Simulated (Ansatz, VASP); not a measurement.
# Cross-check of CsSnI3 between VASP and Ansatz

Aim: how closely do two programs agree when they are given the same cell, functional and k mesh? The cell is taken from a series of runs on this material, whose earlier steps may have relaxed, scaled, displaced or heated it; both programs get it as it stands.

Method: plane waves, with VASP 6.6.1 beside it; G0W0 gap at r2SCAN, in Ansatz 0.2.0.

## (1) The starting structure

Symmetry: Pm-3m, No. 221, cubic system. Conventional cell: a = 6.286 Å, b = 6.286 Å, c = 6.286 Å, α = 90.00°, β = 90.00°, γ = 90.00°. Nearest to Cs lie 12 I at 4.45 Å. Sn has 6 I at 3.14 Å nearest. I has 2 Sn at 3.14 Å and 4 Cs at 4.45 Å nearest. Farther neighbours and most contacts between anions are not listed.

## (2) Ansatz: G0W0 gap, r2SCAN

Ansatz runs on its PAW soft_1 files.

Quasiparticle shifts depend on high empty states and on the cores, so they are the hardest test of two PAW sets.

Input file input.yaml:

```yaml
crystal:
  lattice:
    - [6.286228, 0.0, 0.0]
    - [0.0, 6.286228, 0.0]
    - [0.0, 0.0, 6.286228]
  atoms:
    - { symbol: Cs, position: [0.5, 0.5, 0.5] }
    - { symbol: Sn, position: [0.0, 0.0, 0.0] }
    - { symbol: I, position: [0.5, 0.0, 0.0] }
    - { symbol: I, position: [0.0, 0.0, 0.5] }
    - { symbol: I, position: [0.0, 0.5, 0.0] }
kpoints:
  mp_grid: { grid: [2, 2, 2] }
hamiltonian:
  xc: r2scan
  pseudopotentials: { kind: paw, azcp: { folder: soft_1 } }
scf:
  occupations: { method: fixed }
gw:
  n_empty_bands: 564
  ecut_chi: 100
  qp_bands: [v2, c2]
  qp_kpoints: band_edges
  screening: { model: contour_deformation }
```

Launch:

```bash
ansatz run input.yaml --threads 3 --pin off --max-ram 92160MiB --backend cuda --events-out ev --progress --plain --runs-dir out --devices 1 --max-vram 13GiB
```

Numbers of over 12 decimals in the logs are rounded to 6 here.

The program printed:

```text
GPUs: using 1 of 1 available (devices: 1).
Engine: ansatz 0.2.0, x86_64-unknown-linux-gnu
Pseudopotentials: kind: paw
Pseudopotential: Cs, paw, valence charge 9, recommended cutoff 500 eV (meta_gga), soft_1/Cs.paw.azcp
Pseudopotential: Sn, paw, valence charge 14, recommended cutoff 500 eV (meta_gga), soft_1/Sn.paw.azcp
Pseudopotential: I, paw, valence charge 17, recommended cutoff 500 eV (meta_gga), soft_1/I.paw.azcp
Functional definition: r2SCAN
  parameter k0 = 0.174
  parameter k1 = 0.065
  parameter a1 = 4.9479
  exchange = r2scan_x(k0 = k0, k1 = k1, a1 = a1)
  correlation = r2scan_c
concurrent solve slots: 2 of 3 are kept, ahead of what memory takes: no pass of the eigensolver takes more rounds on 2
device memory: the entry about to start is reckoned to put 2.6 GiB on a device that reports 38.7 GiB free (of which the cap on the GPU budget leaves the run 13.0 GiB)
GPU FFT provider: cuFFT
GPU libraries: cuBLAS 13.8.2, cuFFT 12.4.0, cuSOLVER 12.3.4
Crystal: 5 atoms, lattice volume = 248.411 Å³
Basis set: ecut = 500 eV, 6355 PW (Γ), exchange–correlation on 192×192×192 points (64 copies of the dense FFT grid, shifted against one another)
Bands: 45, of which v1, the nominal top of the filled ones, is band 37 counted from 1 (36 counted from 0)
Symmetry: 48 space group operations
Space group: Pm-3m (ITA 221), of the structure as read, at distance tolerance 6.3e-5 Å
k-points: 4 of 8
Non-local potential: Cs, projectors of the file, l = 0: 3, l = 1: 2, l = 2: 2, l = 3: 2
Non-local potential: Sn, projectors of the file, l = 0: 2, l = 1: 2, l = 2: 2, l = 3: 1
Non-local potential: I, projectors of the file, l = 0: 2, l = 1: 2, l = 2: 2, l = 3: 1
PAW form: soft (Blöchl's): semilocal exchange-correlation on the pseudo side does not see the compensation charge
PAW frozen core: Cs, regenerated for the run's functional (the file was generated under x = pbe(κ = 0.804, μ = 0.219515), c = pbe(β = 0.066725))
PAW frozen core: Sn, regenerated for the run's functional (the file was generated under x = pbe(κ = 0.804, μ = 0.219515), c = pbe(β = 0.066725))
PAW frozen core: I, regenerated for the run's functional (the file was generated under x = pbe(κ = 0.804, μ = 0.219515), c = pbe(β = 0.066725))
PAW one-centre angular grid: Cs, 302 points (default); XC on 160 Gauss nodes
PAW one-centre angular grid: Sn, 590 points (default); XC on 160 Gauss nodes
PAW one-centre angular grid: I, 590 points (default); XC on 160 Gauss nodes
Initial density: superposition of atomic densities (chi_scale 0.1, normalization cell, long waves kept (reshape's long-wave potential 0.00 eV rms))
Initial wavefunctions: pseudopotential atomic-orbital guess
GPU buffer pool allocated for 110592 grid points (all kernels)
GPU transforms: local potential: pruned to the plane-wave sphere, on 45×45×45; band sums: pruned to the plane-wave sphere, on 48×48×48
Functional: x = r2scan, c = r2scan; τ floored in thin density (d = 2e-4 eV/Å³)
SCF iter   1: F=—  HF=-34314.380343 eV  |F-HF|=—  |Δ(HF+E_count)|=         —  Δρ=2.27e-2  dr2=2.44e0  dr2_τ=6.77e-3  ethr=3.10e-3  ⟨swp⟩=5.2  Hψ=649  notcnv=0  defer=20
preconditioner: auto → Resta (q_TF=auto, 2.230 Å⁻¹)  ε∞=2.9  [insulator: Δε(μ)=0.209 eV  Ē_g=9.762 eV  n_scr=32 (ndim 8)  ℏωp=13.3 eV  f_vac=0.092  ε∞_Penn≈2.9]
SCF iter   2: F=—  HF=-34313.699558 eV  |F-HF|=—  |Δ(HF+E_count)|=   6.81e-1  Δρ=1.01e-2  dr2=6.14e-1  dr2_τ=2.60e-3  ethr=3.10e-3  ⟨swp⟩=3.8  Hψ=333  notcnv=0  defer=20
SCF iter   3: F=—  HF=-34313.512942 eV  |F-HF|=—  |Δ(HF+E_count)|=   1.87e-1  Δρ=2.56e-3  dr2=5.16e-2  dr2_τ=2.88e-4  ethr=8.29e-4  ⟨swp⟩=3.2  Hψ=284  notcnv=0  defer=22
SCF iter   4: F=—  HF=-34313.502209 eV  |F-HF|=—  |Δ(HF+E_count)|=   1.07e-2  Δρ=8.82e-4  dr2=2.67e-3  dr2_τ=5.44e-5  ethr=6.97e-5  ⟨swp⟩=3.2  Hψ=267  notcnv=0  defer=24
SCF iter   5: F=—  HF=-34313.503416 eV  |F-HF|=—  |Δ(HF+E_count)|=   1.21e-3  Δρ=1.38e-4  dr2=6.44e-5  dr2_τ=2.35e-6  ethr=3.61e-6  ⟨swp⟩=2.8  Hψ=315  notcnv=0  defer=22
SCF iter   6: F=—  HF=-34313.503509 eV  |F-HF|=—  |Δ(HF+E_count)|=   9.29e-5  Δρ=3.07e-5  dr2=2.03e-6  dr2_τ=1.15e-7  ethr=8.70e-8  ⟨swp⟩=2.0  Hψ=270  notcnv=0  defer=22
SCF iter   7: F=—  HF=-34313.503511 eV  |F-HF|=—  |Δ(HF+E_count)|=   1.70e-6  Δρ=1.11e-5  dr2=3.22e-7  dr2_τ=8.18e-9  ethr=2.74e-9  ⟨swp⟩=2.2  Hψ=328  notcnv=0  defer=22
SCF iter   8: F=-34313.503511 eV  HF=-34313.503511 eV  |F-HF|=2.22e-8  |Δ(HF+E_count)|=   3.62e-7  Δρ=2.26e-6  dr2=2.29e-8  dr2_τ=6.63e-10  ethr=1.35e-10  ⟨swp⟩=14.5  Hψ=987  notcnv=0
SCF 1 converged in 8 iterations: F = -34313.503511 eV  dr2 = 2.29e-8
  greatest PAW one-centre occupation: 0.999 electrons in one spin orbital (limit 2), on the I atom at site 3 (counted from 0), in its partial waves of l = 2
concurrent solve slots: 2 of 3 are kept, ahead of what memory takes: no pass of the eigensolver takes more rounds on 2
device memory: the entry about to start is reckoned to put 3.0 GiB on a device that reports 38.6 GiB free (of which the cap on the GPU budget leaves the run 13.0 GiB)
NSCF: frozen V_eff on 4 k-points
the band table was solved once the SCF had ended and its energy, with any forces and stress, was formed, with the checks that follow a solve (801 applications of the Hamiltonian). They found nothing against the state; the energy, forces and stress were not computed again (output.eigenvalues in the input reference)
concurrent solve slots: 2 of 3 are kept, ahead of what memory takes: no pass of the eigensolver takes more rounds on 2
device memory: the entry about to start is reckoned to put 3.1 GiB on a device that reports 38.7 GiB free (of which the cap on the GPU budget leaves the run 13.0 GiB)
NSCF: frozen V_eff on 4 k-points
G₀W₀ screening: q 1/4
[... further progress lines ...]
SCF converged after 8 iterations
Free energy (F): -34313.503511 eV
Harris-Foulkes:  -34313.503511 eV  (|F-HF|=2.22e-8)
Internal energy: -34313.503511 eV  (E = F + TS)
E sigma→0 (E₀):  -34313.503511 eV
Fermi energy:    4.655444 eV
--- Per-component energies (eV) ---
  E_band       = -1499.967721
  E_kinetic    = 784.923158
  E_local      = -9629.827000  (includes V_loc(G=0)·N_el)
  E_nonlocal   = 514.780200
  E_hartree    = 4375.217671
  E_xc         = -587.244181
  E_vxc        = -591.911819  (∫ρ·V_xc dr)
  E_paw        = -23897.034147  (= ΣΔE_a)
  E_vpaw       = -1361.775323  (= ΣTr[D̂ρ^β])
  E_aug_tail   = -0.001964  (compensation charges beyond the density's cutoff)
  E_vtau       = 33.414716  (kinetic-family band-sum trace: ∫τ·v_τ [+ j·A + Jᵃ·Aᵃ] dr)
  E_ewald      = -5875.321721
  E_core_change = 1.004473  (= ΣΔE_core)
  E_smearing   = -0.000000  (= −TS)
  E_closure    = 0.000000  (closes the sum)
  Σ components = -34313.503511   (vs F -34313.503511, Δ=0.00e0)
--- Band table (eV) ---
  k-point 0: bands = [... 33 lower, 2.4242, 2.5607, 2.5607, 2.5607, 7.4662, 8.3297, 8.3297, 8.6982, ... 4 higher]
  k-point 1: bands = [... 33 lower, 2.2797, 2.4556, 2.4556, 3.1101, 5.9641, 8.9615, 9.1155, 9.2173, ... 4 higher]
  k-point 2: bands = [... 33 lower, 2.1377, 2.1769, 2.9890, 3.8933, 5.6613, 5.6613, 8.8983, 9.5204, ... 4 higher]
  k-point 3: bands = [... 33 lower, 3.0025, 3.0025, 3.0025, 4.6554, 5.2529, 5.2529, 5.2529, 8.3048, ... 4 higher]
--- G₀W₀: contour deformation, 7 samples at zero and on the imaginary axis and 1 off it, 8 q-points, 564 empty bands' worth ---
  eigenvalues of the whole cell's RPA ε∞ on this k-mesh (on a slab, of 1 + 4πα/V) = 70.3090, 70.3090, 70.3090; static W/v taken at q = 0 is 0.014223
  bands read: the sum over 601 bands ends inside a degenerate multiplet in 1 slot, whose members it reads at an even weight; the widest, k=0: bands 601 to 603 (counted from 1) at 1/3 each
  gw.qp_kpoints: band_edges: 4 of 4 stored k-points solved, in 1 pass; an edge of the gap read off the rows below is read off those points alone
    ik  band        ε_KS         Σx   Σc(E_QP)       V_xc       Z   E_QP_lin       E_QP  E_QP is
     0    36      2.5607   -17.0774     2.2902   -14.2735  0.7189     2.0266     2.0470  root
     0    37      2.5607   -17.0774     2.2902   -14.2735  0.7189     2.0266     2.0470  root
     0    38      7.4662    -3.5138    -3.4704    -6.7333  0.7803     7.2176     7.2153  root
     0    39      8.3297    -3.2212    -3.4417    -6.6073  0.7787     8.2742     8.2740  root
     1    36      2.4556   -16.8605     2.3485   -13.9752  0.7173     1.8945     1.9188  root
     1    37      3.1101   -17.3133     1.6971   -15.1978  0.7261     2.6807     2.6916  root
     1    38      5.9641    -7.8917    -3.8635   -11.8643  0.7344     6.0737     6.0732  root
     1    39      8.9615    -4.6730    -3.6168    -8.1987  0.7688     8.8706     8.8703  root
     2    36      2.9890   -17.4212     2.2567   -14.6364  0.7241     2.4389     2.4609  root
     2    37      3.8933   -17.1031     1.3169   -15.3774  0.7345     3.4748     3.4845  root
     2    38      5.6613    -7.9731    -3.7715   -11.8357  0.7378     5.7528     5.7524  root
     2    39      5.6613    -7.9731    -3.7715   -11.8357  0.7378     5.7528     5.7524  root
     3    36      3.0025   -17.4660     2.2576   -14.6812  0.7242     2.4533     2.4752  root
     3    37      4.6554   -17.0941     1.0056   -15.6874  0.7399     4.2458     4.2544  root
     3    38      5.2529    -7.5862    -3.7149   -11.3686  0.7427     5.3206     5.3204  root
     3    39      5.2529    -7.5862    -3.7149   -11.3686  0.7427     5.3206     5.3204  root
```

(Part 1 of 2 ends here.)

[Lines on the potential files, build, host, timing and source positions are cut from VASP's logs without a mark.]

[Logs are printed without paths, hosts, clocks, repeated set-up lines and the standing remarks that a program may print on its own settings, such as how far it seeks lower states.]

[Hosts, paths, dates, database ids (printed as entryN), source tags and the programs' standing remarks are cut or masked in the printed files.]
